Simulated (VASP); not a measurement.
Wanted: the native input for a VASP 6.6.1 run.

```
Task                   : single point
Functional             : LDA
Potentials or basis    : VASP PAW PBE potentials, release 64 (Pm, Te)
Cutoff                 : 520 eV
k mesh                 : 5 × 5 × 5
Occupations            : gaussian, width 0.05 eV
Spin                   : collinear spin, zero start
Starting moments       : [0.0, 0.0] μB
Hubbard terms          : Pm f U = 5 eV
Further INCAR settings : ALGO = Normal; EDIFF = 1e-07; NBANDS = 22
```

The structure of PmTe lies in POSCAR:

```
PmTe
1.0
    4.1812492200      0.0000000000      0.0000000000
   -2.0906246100      3.6210680400      0.0000000000
    0.0000000000      0.0000000000      4.0806920800
Pm Te
1 1
Direct
    0.0000000000      0.0000000000      0.0000000000
    0.6666666667      0.3333333333      0.5000000000
```

The cell comes from a database or a generator and needn't be the stable form of this composition.

The input as run:

INCAR

```
ALGO = Normal ; EDIFF = 1E-7
ENCUT = 520 ; GGA = CA
ISIF = 2 ; ISMEAR = 0
ISPIN = 2 ; LASPH = T
LCHARG = T ; LDAU = T
LDAUJ = 0 0 ; LDAUL = 3 -1
LDAUPRINT = 1 ; LDAUTYPE = 2
LDAUU = 5 0 ; LELF = T
LMAXMIX = 6 ; LORBIT = 11
LREAL = F ; LVHAR = T
LWAVE = F ; MAGMOM = 0 0
NBANDS = 22 ; NELM = 150
PREC = Accurate ; SIGMA = 0.05
```

KPOINTS

```
k-points
0
Gamma
  5 5 5
```

Potentials or basis: VASP PAW PBE potentials, release 64 (Pm, Te).

Launch:

```bash
$ cat potpaw_PBE.64/Pm/POTCAR potpaw_PBE.64/Te/POTCAR > POTCAR
$ mpirun -np 1 vasp_std > vasp.out
```

It gave:

```yaml
Pressure: -2.2 GPa
Band_gap_on_the_k_mesh: none (metal or under the smearing width)
Net_moment: -0.60 μB per cell
Site_moments: Pm -0.25; Te -0.00 μB
Valence_electrons_inside_the_program's_atomic_spheres: Pm 12.24; Te 3.50
```

Caveat: the magnetic or orbital state may not be the lowest; the PAW data sets were made with another functional, which shifts forces and pressure a little; spin-orbit coupling is left out, which moves the levels of the heavy elements; the U is typed as a test and isn't derived for this compound.

Run time: 26 s on 1 thread of Intel(R) Xeon(R) 6975P-C (Granite Rapids), with other jobs on the host, peak memory 0.19 GiB.
